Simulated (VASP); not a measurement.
Computed with r2SCAN meta-GGA, VASP's PBE PAW potentials (set 64) (plane waves; VASP 6.6.1).

Gaps are without spin-orbit coupling.

The volume per atom comes out as 26.77 Å³/atom and the band gap (over mesh and band path) comes out as 1.01 eV. The smallest direct gap (over mesh and band path) is 1.06 eV.

Problem. Which relaxed crystal gives these values?
A. Sn2GeTe3, P-3m1 (164)
B. PbO, P4/nmm (129)
C. MoTe2, P6_3/mmc (194)
D. RbCaH3, Pm-3m (221)

Solution. C, MoTe2, P6_3/mmc (194)
